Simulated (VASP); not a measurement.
# Si4Cl (P-43m) in VASP: reference runs

Aim: a first look at Si4Cl with PBE, on the cell as given and on a disturbed one.

Everything below comes from runs of VASP 6.6.1. Logs are shortened: lines on timing, memory, paths and dates and some standing lists are left out, and cuts for length are marked.

### 1 Starting point

The structure is cubic, space group P-43m (No. 215). Conventional cell: a = 4.634 Å, b = 4.634 Å, c = 4.634 Å, α = 90.00°, β = 90.00°, γ = 90.00°. Si (site symmetry 3m) is surrounded by 1 Cl at 2.43 Å and 3 Si at 2.59 Å. Cl (site symmetry -43m) has 4 Si at 2.43 Å as nearest neighbours.

The cell was built by a generator and needn't be a form met in nature.

### 2 Single point, PBE

The input, INCAR:

```
  ALGO = Normal
  EDIFF = 1E-7
  ENCUT = 520
  GGA = PE
  ISIF = 2
  ISMEAR = -1
  LASPH = T
  LCHARG = T
  LELF = T
  LREAL = F
  LVHAR = T
  LWAVE = F
  NBANDS = 20
  NELM = 60
  PREC = Accurate
  SIGMA = 0.05
```

The input, KPOINTS:

```
k-points
0
Gamma
  6 6 6
```

The input, POSCAR:

```
Si4Cl
1.0
    4.6343700000      0.0000000000      0.0000000000
    0.0000000000      4.6343700000      0.0000000000
    0.0000000000      0.0000000000      4.6343700000
Si Cl
4 1
Direct
    0.3024400000      0.3024400000      0.3024400000
    0.6975600000      0.6975600000      0.3024400000
    0.6975600000      0.3024400000      0.6975600000
    0.3024400000      0.6975600000      0.6975600000
    0.0000000000      0.0000000000      0.0000000000
```

Potentials or basis: VASP PAW PBE potentials, release 64 (Si, Cl).

Command:

```
> cat potpaw_PBE.64/Si/POTCAR potpaw_PBE.64/Cl/POTCAR > POTCAR
> mpirun -np 1 vasp_std > vasp.out
```

OUTCAR:

```text
EDIFF = 1E-7
   ENCUT = 520
   GGA = PE
   ISIF = 2
   ISMEAR = -1
   LASPH = T
   LREAL = F
   NELM = 60
   PREC = Accurate

 ion  position               nearest neighbor table
   1  0.302  0.302  0.302-   5 2.43   3 2.59   4 2.59   2 2.59
   2  0.698  0.698  0.302-   5 2.43   3 2.59   4 2.59   1 2.59
   3  0.698  0.302  0.698-   5 2.43   2 2.59   4 2.59   1 2.59
   4  0.302  0.698  0.698-   5 2.43   2 2.59   3 2.59   1 2.59
   5  0.000  0.000  0.000-   1 2.43   2 2.43   3 2.43   4 2.43

  LATTYP: Found a simple cubic cell.
 ALAT       =     4.6343700000

  Lattice vectors:

 A1 = (   4.6343700000,   0.0000000000,   0.0000000000)
 A2 = (   0.0000000000,   4.6343700000,   0.0000000000)
 A3 = (   0.0000000000,   0.0000000000,   4.6343700000)

Analysis of symmetry for initial positions (statically):
=====================================================================
 Subroutine PRICEL returns:
 Original cell was already a primitive cell.

 Routine SETGRP: Setting up the symmetry group for a
 simple cubic supercell.

 Subroutine GETGRP returns: Found 24 space group operations
 (whereof 24 operations were pure point group operations)
 out of a pool of 48 trial point group operations.

The static configuration has the point symmetry T_d .

Analysis of symmetry for dynamics (positions and initial velocities):
=====================================================================
 Subroutine PRICEL returns:
 Original cell was already a primitive cell.

 Routine SETGRP: Setting up the symmetry group for a
 simple cubic supercell.

 Subroutine GETGRP returns: Found 24 space group operations
 (whereof 24 operations were pure point group operations)
 out of a pool of 48 trial point group operations.

The dynamic configuration has the point symmetry T_d .

 Subroutine INISYM returns: Found 24 space group operations
 (whereof 24 operations are pure point group operations),
 and found     1 'primitive' translations

----------------------------------------------------------------------------------------

                                     Primitive cell

  volume of cell :      99.5342

  direct lattice vectors                    reciprocal lattice vectors
     4.634370000  0.000000000  0.000000000     0.215779060  0.000000000  0.000000000
     0.000000000  4.634370000  0.000000000     0.000000000  0.215779060  0.000000000
     0.000000000  0.000000000  4.634370000     0.000000000  0.000000000  0.215779060

  length of vectors
     4.634370000  4.634370000  4.634370000     0.215779060  0.215779060  0.215779060

  position of ions in fractional coordinates (direct lattice)
     0.302440000  0.302440000  0.302440000
     0.697560000  0.697560000  0.302440000
     0.697560000  0.302440000  0.697560000
     0.302440000  0.697560000  0.697560000
     0.000000000  0.000000000  0.000000000

  ion indices of the primitive-cell ions
   primitive index   ion index
                 1           1
                 2           2
                 3           3
                 4           4
                 5           5

----------------------------------------------------------------------------------------

 KPOINTS: k-points

Automatic generation of k-mesh.
 Grid dimensions read from file:
 generate k-points for:    6    6    6

 Generating k-lattice:

  Cartesian coordinates                     Fractional coordinates (reciprocal lattice)
     0.035963177  0.000000000  0.000000000     0.166666667  0.000000000  0.000000000
     0.000000000  0.035963177  0.000000000     0.000000000  0.166666667  0.000000000
     0.000000000  0.000000000  0.035963177     0.000000000  0.000000000  0.166666667

  Length of vectors
     0.035963177  0.035963177  0.035963177

  Shift w.r.t. Gamma in fractional coordinates (k-lattice)
     0.000000000  0.000000000  0.000000000

 Subroutine IBZKPT returns following result:
 ===========================================

 Found     20 irreducible k-points:

 Following reciprocal coordinates:
            Coordinates               Weight
  0.000000  0.000000  0.000000      1.000000
  0.166667  0.000000  0.000000      6.000000
  0.333333  0.000000  0.000000      6.000000
  0.500000  0.000000  0.000000      3.000000
  0.166667  0.166667  0.000000     12.000000
  0.333333  0.166667  0.000000     24.000000
[... 12 lines left out ...]
  0.500000  0.500000  0.333333      6.000000
  0.500000  0.500000  0.500000      1.000000
   k-points           NKPTS =     20   k-points in BZ     NKDIM =     20   number of bands    NBANDS=     20
   number of dos      NEDOS =    301   number of ions     NIONS =      5
   total plane-waves  NPLWV =  46656
   dimension x,y,z NGX =    36 NGY =   36 NGZ =   36
   dimension x,y,z NGXF=    72 NGYF=   72 NGZF=   72
   ions per type =               4   1
   NGX,Y,Z   is equivalent  to a cutoff of  12.91, 12.91, 12.91 a.u.
   NGXF,Y,Z  is equivalent  to a cutoff of  25.83, 25.83, 25.83 a.u.
 SYSTEM =  unknown system
   PREC   = accura    normal or accurate (medium, high low for compatibility)
   ISTART =      0    job   : 0-new  1-cont  2-samecut
   ICHARG =      2    charge: 1-file 2-atom 10-const
   ISPIN  =      1    spin polarized calculation?
   LNONCOLLINEAR =      F non collinear calculations
   LSORBIT =      F    spin-orbit coupling
   LASPH  =      T    aspherical Exc in radial PAW
   ENCUT  =  520.0 eV  38.22 Ry    6.18 a.u.   8.62  8.62  8.62*2*pi/ulx,y,z
   NELM   =     60;   NELMIN=  2; NELMDL= -5     # of ELM steps
   EDIFF  = 0.1E-06   stopping-criterion for ELM
   LREAL  =      F    real-space projection
   EDIFFG = 0.1E-05   stopping-criterion for IOM
   NSW    =      0    number of steps for IOM
   IBRION =     -1    ionic relax: 0-MD 1-quasi-New 2-CG
   NFREE  =      0    steps in history (QN), initial steepest desc. (CG)
   ISIF   =      2    stress and relaxation
   ISYM   =      2    0-nonsym 1-usesym 2-fastsym
   POTIM  = 0.5000    time-step for ionic-motion
   TEBEG  =    0.0;   TEEND  =   0.0 temperature during run
   PSTRESS=    0.0 pullay stress
   NELECT =      23.0000    total number of electrons
   NUPDOWN=      -1.0000    fix difference up-down
   EMIN   =  10.00;   EMAX   =-10.00  energy-range for DOS
   EFERMI =   0.00;   METHOD = LEGACY
   ISMEAR =    -1;   SIGMA  =   0.05  broadening in eV -4-tet -1-fermi 0-gaus
   EFERMI_NEDOS =   21; number of points for ismear=-14 and -15
   IALGO  =     38    algorithm
   IMIX   =      4    mixing-type and parameters
     AMIX     =   0.40;   BMIX     =  1.00
     AMIX_MAG =   1.60;   BMIX_MAG =  1.00
  volume/ion in A,a.u.               =      19.91       134.34
  Fermi-wavevector in a.u.,A,eV,Ry     =   1.004601  1.898420 13.731302  1.009222
  Thomas-Fermi vector in A             =   2.137227
   LORBIT       =      0    0 simple, 1 ext, 2 COOP (PROOUT), +10 PAW based schemes
   GGA     = PE    functional components
   LHFCALC =     F    Hartree Fock is set to
   AEXX    =    0.0000 exact exchange contribution
   IVDW    =     0    specifies the selected vdW correction
   LEPSILON=     F    determine dielectric tensor
   LRPA    =     F    only Hartree local field effects (RPA)
 non-spin polarized calculation
  energy-cutoff  :      520.00
  volume of cell :       99.53
 maximum number of plane-waves:      2730
 NGX is ok and might be reduce to    36
   NGX = 17   NGY = 17   NGZ = 17

 number of electron      23.0000003 magnetization

 Free energy of the ion-electron system (eV)
  ---------------------------------------------------
  ext. energy  EPLUGINS =         0.00000000
  ---------------------------------------------------
  free energy    TOTEN  =       -18.78800145 eV

  energy without entropy =      -18.76710501  energy(sigma->0) =      -18.77755323

 E-fermi :   5.9882     XC(G=0):  -9.7855

 val. band max:        5.9700543634   @ k =   0.3333   0.3333   0.0000
 cond. band min:       6.0192967836   @ k =   0.3333   0.1667   0.1667
 fundamental gap:      0.0492424202
 Fermi energy:         5.9881757113

 k-point     1 :       0.0000    0.0000    0.0000
  band No.  band energies     occupation
      1     -11.6051      2.00000
      2      -4.9073      2.00000
      3      -1.3643      2.00000
      4      -1.3643      2.00000
      5      -1.3643      2.00000
      6       2.7172      2.00000
[... 12 lines left out ...]
     19      10.7419      0.00000
     20      12.0875      0.00000

 k-point     2 :       0.1667    0.0000    0.0000
  band No.  band energies     occupation
      1     -11.5868      2.00000
      2      -4.9215      2.00000
      3      -1.4371      2.00000
      4      -1.2990      2.00000
      5      -1.2990      2.00000
      6       1.3983      2.00000
[... 12 lines left out ...]
     19      11.3034      0.00000
     20      11.3714      0.00000

 k-point     3 :       0.3333    0.0000    0.0000
  band No.  band energies     occupation
      1     -11.5494      2.00000
      2      -4.9651      2.00000
      3      -1.3937      2.00000
      4      -1.1551      2.00000
      5      -1.1551      2.00000
      6       0.1478      2.00000
[... 12 lines left out ...]
     19      10.9893      0.00000
     20      12.3513      0.00000

 k-point     4 :       0.5000    0.0000    0.0000
  band No.  band energies     occupation
      1     -11.5303      2.00000
      2      -4.9947      2.00000
      3      -1.1392      2.00000
      4      -1.0746      2.00000
      5      -1.0746      2.00000
      6      -0.5427      2.00000
[... 337 lines left out ...]
 k-point    19 :       0.5000    0.5000    0.3333
  band No.  band energies     occupation
      1     -11.4432      2.00000
      2      -3.7157      2.00000
      3      -2.2349      2.00000
      4      -2.2349      2.00000
      5      -1.6472      2.00000
      6       0.4169      2.00000
[... 12 lines left out ...]
     19      11.1464      0.00000
     20      11.2923      0.00000

 k-point    20 :       0.5000    0.5000    0.5000
  band No.  band energies     occupation
      1     -11.4321      2.00000
      2      -3.4772      2.00000
      3      -2.0218      2.00000
      4      -2.0218      2.00000
      5      -2.0218      2.00000
      6       0.0390      2.00000
[... 12 lines left out ...]
     19      11.3377      0.00000
     20      11.3377      0.00000

------------------------ aborting loop because EDIFF is reached ----------------------------------------

  FORCE on cell =-STRESS in cart. coord.  units (eV):
  Direction    XX          YY          ZZ          XY          YZ          ZX
  --------------------------------------------------------------------------------------
  -------------------------------------------------------------------------------------
  Total       -0.0300244     -0.0300244     -0.0300244     -0.0000000      0.0000000     -0.0000000
  in kB       -0.4832964     -0.4832964     -0.4832964     -0.0000000      0.0000000     -0.0000000
  external PRESSURE =      -0.4832964 kB  Pullay stress =       0.0000000 kB

 VOLUME and BASIS-vectors are now :
 -----------------------------------------------------------------------------
  energy-cutoff  :      520.00
  volume of cell :       99.53
      direct lattice vectors                 reciprocal lattice vectors
     4.634370000  0.000000000  0.000000000     0.215779060  0.000000000  0.000000000
     0.000000000  4.634370000  0.000000000     0.000000000  0.215779060  0.000000000
     0.000000000  0.000000000  4.634370000     0.000000000  0.000000000  0.215779060

 POSITION                                       TOTAL-FORCE (eV/Angst)
 -----------------------------------------------------------------------------------
      1.40162      1.40162      1.40162         0.165276      0.165276      0.165276
      3.23275      3.23275      1.40162        -0.165276     -0.165276      0.165276
      3.23275      1.40162      3.23275        -0.165276      0.165276     -0.165276
      1.40162      3.23275      3.23275         0.165276     -0.165276     -0.165276
      0.00000      0.00000      0.00000         0.000000     -0.000000      0.000000
 -----------------------------------------------------------------------------------
    total drift:                               -0.000000     -0.000000      0.000000

  FREE ENERGIE OF THE ION-ELECTRON SYSTEM (eV)
  ---------------------------------------------------
  free  energy   TOTEN  =       -18.7880014535 eV

  energy  without entropy=      -18.7671050092  energy(sigma->0) =      -18.77755323
```

Run time: 23 s. Hardware: 1 thread of Intel Xeon Platinum 8559C (Emerald Rapids), shared host; peak memory 0.2 GiB.

Results:

```
Free energy            : -18.7880 eV
Pressure               : 0.0 GPa
Largest force          : 0.286 eV/Å
Band gap on the k mesh : none (metal or under the smearing width)
```

Forces in eV/Å, atoms in the order of the input:
```
Si   0.165  0.165  0.165
Si  -0.165 -0.165  0.165
Si  -0.165  0.165 -0.165
Si   0.165 -0.165 -0.165
Cl   0.000  0.000  0.000
```

Levels at points of the mesh, in eV from the Fermi level:
| k point | band 9 | band 10 | band 11 | band 12 | band 13 | band 14 |
| --- | --- | --- | --- | --- | --- | --- |
| (0.00, 0.00, 0.00) | -3.17 | -3.17 | -2.45 | 1.72 | 1.72 | 1.72 |
| (0.50, 0.00, 0.00) | -2.30 | -0.63 | -0.48 | 0.55 | 0.55 | 0.86 |
| (0.50, 0.50, 0.00) | -2.26 | -2.13 | -0.99 | -0.99 | 2.27 | 2.27 |
| (0.50, 0.50, 0.50) | -0.37 | -0.37 | -0.37 | 0.78 | 3.38 | 3.38 |

Caveat: an odd number of electrons without spin polarisation forces a metal; a magnetic or distorted state may lie lower.

(Part 1 of 2 ends here.)
